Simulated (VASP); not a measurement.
The system is HfTi2S5.

```
Hf Ti S
1.0
     0.00000    4.39885    4.39885
     4.39885    0.00000    4.39885
     4.39885    4.39885    0.00000
Hf Ti S
1 2 5
Direct
  0.75000 0.75000 0.75000
  0.00000 0.00000 0.00000
  0.25000 0.25000 0.25000
  0.50000 0.50000 0.50000
  0.37183 0.88450 0.37183
  0.37183 0.37183 0.37183
  0.88450 0.37183 0.37183
  0.37183 0.37183 0.88450
```

The cell was built by a generator and needn't be a form met in nature.

* Program: VASP 6.6.1
* Task: relaxation of cell and atoms
* Functional: PBE
* Potentials or basis: VASP PAW PBE potentials, release 64 (Hf_pv, Ti_sv, S)
* Cutoff: 520 eV
* k mesh: 3 × 3 × 3
* Occupations: gaussian, width 0.15 eV
* Spin: no spin polarisation

At the start: pressure 28.7 GPa; volume 21.28 Å³/atom.

Problem. How do energy, volume and symmetry change on relaxing?

Solution. Over 18 steps the energy falls by 822.1 meV/atom and the volume is 32.08 Å³/atom (+50.8 %); space group F-43m (No. 216, to 0.05 Å).

The path:
```
step  energy change (eV)  largest force (eV/Å)  pressure (GPa)  volume (Å³)
   1              0.0000                7.8076           28.66       170.23
   2             34.0485                4.3872           -2.41       282.29
   3             29.6924                6.8154           52.20       252.06
   4             27.6800                4.0453            8.33       275.94
   5             18.6805                5.9444           -5.17       278.41
   6             -5.9307                0.7958           50.73       235.79
   7             -4.2539                4.5214           -1.45       259.74
   8             -5.1905                3.6780            0.26       251.63
   9             -5.8622                2.6895            0.77       243.63
  10             -6.0942                2.1015            1.39       239.69
  11             -6.1797                1.7788            1.87       237.74
  12             -6.2141                1.6056            2.05       236.76
  13             -6.5473                0.5327            0.08       253.13
  14             -6.5691                0.2661           -0.36       258.10
  15             -6.5697                0.2277           -0.38       258.92
  16             -6.5694                0.1916           -0.47       259.57
  17             -6.5758                0.1067            0.03       255.77
  18             -6.5766                0.0249           -0.03       256.65
```

Final structure:
```
CELL_PARAMETERS angstrom
0.00000 5.04396 5.04396
5.04396 0.00000 5.04396
5.04396 5.04396 0.00000
ATOMIC_POSITIONS crystal
Hf 0.75000 0.75000 0.75000
Ti 0.00000 0.00000 0.00000
Ti 0.25000 0.25000 0.25000
S 0.50000 0.50000 0.50000
S 0.37608 0.87175 0.37608
S 0.37608 0.37608 0.37608
S 0.87175 0.37608 0.37608
S 0.37608 0.37608 0.87175
```

Caveat: the k mesh is coarse (spacing up to 0.41 Å⁻¹), so the values aren't converged; the volume moved by over 15 % at a fixed basis, so the end points are rough; the relaxation stopped at a loose force limit of 0.08 eV/Å, so its end isn't a converged minimum.
